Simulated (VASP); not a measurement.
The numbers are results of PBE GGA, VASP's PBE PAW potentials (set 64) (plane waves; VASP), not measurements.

VASP ran on this input.

**KPOINTS**
```
Automatic mesh
0
Gamma
8 8 8
0 0 0
```

File POSCAR:
```
SrO
1
    0.0000000000     2.6023952996     2.6023952996
    2.6023952996     0.0000000000     2.6023952996
    2.6023952996     2.6023952996     0.0000000000
Sr O
1 1
Direct
  0.0000000000   0.0000000000   0.0000000000
  0.5000000000   0.5000000000   0.5000000000
```

### INCAR
```
SYSTEM = SrO
PREC = Accurate; ENCUT = 520; LREAL = .False.
LASPH = .True.
EDIFF = 1E-6; NELM = 100; ALGO = Normal
LMAXMIX = 4
ISMEAR = 0; SIGMA = 0.05
GGA = PE
LWAVE = .False.; LCHARG = .True.
```

POTCAR, in this order: Sr_sv O (PBE.64 set). Program: vasp_std.

Output of the run:

### OUTCAR
```
 ion  position               nearest neighbor table
   1  0.000  0.000  0.000-   2 2.60   2 2.60   2 2.60   2 2.60   2 2.60   2 2.60
   2  0.500  0.500  0.500-   1 2.60   1 2.60   1 2.60   1 2.60   1 2.60   1 2.60
  LATTYP: Found a face centered cubic cell.
 ALAT       =     5.2047905992
 Subroutine PRICEL returns:
 Original cell was already a primitive cell.
 Subroutine GETGRP returns: Found 48 space group operations
The static configuration has the point symmetry O_h .
The dynamic configuration has the point symmetry O_h .
 Subroutine INISYM returns: Found 48 space group operations
 Subroutine IBZKPT returns following result:
 Found     29 irreducible k-points:

 Following reciprocal coordinates:
            Coordinates               Weight
  0.000000  0.000000  0.000000      1.000000
  0.125000  0.000000  0.000000      8.000000
  0.250000  0.000000  0.000000      8.000000
  0.375000  0.000000  0.000000      8.000000
  0.500000  0.000000  0.000000      4.000000
  0.125000  0.125000  0.000000      6.000000
  0.250000  0.125000  0.000000     24.000000
  0.375000  0.125000  0.000000     24.000000
  0.500000  0.125000  0.000000     24.000000
...
```

**OSZICAR**
```
       N       E                     dE             d eps       ncg     rms          rms(c)
DAV:   1     0.788868253387E+02    0.78887E+02   -0.86673E+03   696   0.130E+03
DAV:   2    -0.104631763331E+02   -0.89350E+02   -0.81068E+02   960   0.245E+02
DAV:   3    -0.141626983616E+02   -0.36995E+01   -0.36636E+01   924   0.502E+01
DAV:   4    -0.142529155355E+02   -0.90217E-01   -0.90188E-01   964   0.698E+00
DAV:   5    -0.142538800592E+02   -0.96452E-03   -0.96451E-03   928   0.724E-01    0.157E+01
DAV:   6    -0.121802607683E+02    0.20736E+01   -0.10676E+01   808   0.240E+01    0.189E+01
DAV:   7    -0.120612556243E+02    0.11901E+00   -0.63147E-01   864   0.696E+00    0.107E+01
DAV:   8    -0.120535127160E+02    0.77429E-02   -0.13988E-01   740   0.418E+00    0.771E-01
DAV:   9    -0.120542607467E+02   -0.74803E-03   -0.13314E-02   976   0.963E-01    0.224E-01
DAV:  10    -0.120549819593E+02   -0.72121E-03   -0.11053E-03   724   0.335E-01    0.612E-02
DAV:  11    -0.120551079570E+02   -0.12600E-03   -0.19891E-04   828   0.123E-01    0.446E-02
DAV:  12    -0.120551242883E+02   -0.16331E-04   -0.25656E-05   756   0.501E-02    0.293E-02
DAV:  13    -0.120551228713E+02    0.14170E-05   -0.33714E-06   888   0.223E-02    0.269E-03
DAV:  14    -0.120551226402E+02    0.23111E-06   -0.38368E-07   400   0.643E-03
   1 F= -.12055123E+02 E0= -.12055123E+02  d E =-.510780E-18
```

### OUTCAR
```
------------------------ aborting loop because EDIFF is reached ----------------------------------------
  FORCE on cell =-STRESS in cart. coord.  units (eV):
  Direction    XX          YY          ZZ          XY          YZ          ZX
  --------------------------------------------------------------------------------------
  Total        0.0047040      0.0047040      0.0047040     -0.0000000      0.0000000     -0.0000000
  in kB        0.2138117      0.2138117      0.2138117     -0.0000000      0.0000000     -0.0000000
  external PRESSURE =       0.2138117 kB  Pullay stress =       0.0000000 kB
  volume of cell :       35.25
      direct lattice vectors                 reciprocal lattice vectors
     0.000000000  2.602395300  2.602395300    -0.192130688  0.192130688  0.192130688
     2.602395300  0.000000000  2.602395300     0.192130688 -0.192130688  0.192130688
     2.602395300  2.602395300  0.000000000     0.192130688  0.192130688 -0.192130688
  FREE ENERGIE OF THE ION-ELECTRON SYSTEM (eV)
  ---------------------------------------------------
  free  energy   TOTEN  =       -12.0551226402 eV

  energy  without entropy=      -12.0551226402  energy(sigma->0) =      -12.05512264
```
(Selected blocks of OUTCAR.)

The compound is SrO in the rock salt structure. It was relaxed first.
